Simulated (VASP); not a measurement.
Set up this calculation in VASP 6.6.1, as the native input.

```
Task                   : electric field gradients
Functional             : PBE
Potentials or basis    : VASP PAW PBE potentials, release 64 (Sb, B, N)
Cutoff                 : 520 eV
k mesh                 : 3 × 3 × 3
Occupations            : fermi-dirac, width 0.01 eV
Spin                   : no spin polarisation
Dipole correction      : no
Further INCAR settings : LREAL = Auto; ALGO = Fast; EDIFF = 1e-08; NBANDS = 97
```

The structure of B17SbN18 (a cell with a defect) lies in POSCAR:

```
B17SbN18
1.0
    7.4947200000      0.0000000000      0.0000000000
   -3.7473600000      6.4906179144      0.0000000000
    0.0000000000      0.0000000000      6.6357000000
Sb B N
1 17 18
Direct
    0.1111111111      0.2222222222      0.2500000000
    0.1111111111      0.5555555556      0.2500000000
    0.1111111111      0.8888888889      0.2500000000
    0.4444444444      0.2222222222      0.2500000000
    0.4444444444      0.5555555556      0.2500000000
    0.4444444444      0.8888888889      0.2500000000
    0.7777777778      0.2222222222      0.2500000000
    0.7777777778      0.5555555556      0.2500000000
    0.7777777778      0.8888888889      0.2500000000
    0.2222222222      0.1111111111      0.7500000000
    0.2222222222      0.4444444444      0.7500000000
    0.2222222222      0.7777777778      0.7500000000
    0.5555555556      0.1111111111      0.7500000000
    0.5555555556      0.4444444444      0.7500000000
    0.5555555556      0.7777777778      0.7500000000
    0.8888888889      0.1111111111      0.7500000000
    0.8888888889      0.4444444444      0.7500000000
    0.8888888889      0.7777777778      0.7500000000
    0.1111111111      0.2222222222      0.7500000000
    0.1111111111      0.5555555556      0.7500000000
    0.1111111111      0.8888888889      0.7500000000
    0.4444444444      0.2222222222      0.7500000000
    0.4444444444      0.5555555556      0.7500000000
    0.4444444444      0.8888888889      0.7500000000
    0.7777777778      0.2222222222      0.7500000000
    0.7777777778      0.5555555556      0.7500000000
    0.7777777778      0.8888888889      0.7500000000
    0.2222222222      0.1111111111      0.2500000000
    0.2222222222      0.4444444444      0.2500000000
    0.2222222222      0.7777777778      0.2500000000
    0.5555555556      0.1111111111      0.2500000000
    0.5555555556      0.4444444444      0.2500000000
    0.5555555556      0.7777777778      0.2500000000
    0.8888888889      0.1111111111      0.2500000000
    0.8888888889      0.4444444444      0.2500000000
    0.8888888889      0.7777777778      0.2500000000
```

One way to write it, as run:

INCAR

```
  PREC = Accurate
  ENCUT = 520
  EDIFF = 1E-8
  ISMEAR = -1
  SIGMA = 0.01
  LREAL = Auto
  LASPH = T
  NELM = 80
  ALGO = Fast
  ISIF = 2
  LWAVE = F
  LCHARG = F
  GGA = PE
  LEFG = T
  NBANDS = 97
```

KPOINTS

```
Automatic mesh
0
Gamma
  3 3 3
```

Potentials or basis: VASP PAW PBE potentials, release 64 (Sb, B, N).

Command:

```console
$ cat potpaw_PBE.64/Sb/POTCAR potpaw_PBE.64/B/POTCAR potpaw_PBE.64/N/POTCAR > POTCAR
$ mpirun -np 1 vasp_std > vasp.out
```

Results of the run:

| Item | Value |
| --- | --- |
| Pressure | 43.7 GPa |
| Largest force | 48.252 eV/Å |
| Band gap on the k mesh | none (metal or under the smearing width) |

Caveat: a pressure of tens of GPa on the cell as given is suspect, and the run, the potentials or the cell itself is likely at fault.

Wall time 7.8 min on 1 thread of Intel(R) Xeon(R) Platinum 8375C CPU @ 2.90GHz (Ice Lake), with other jobs on the host, peak memory 0.46 GiB.
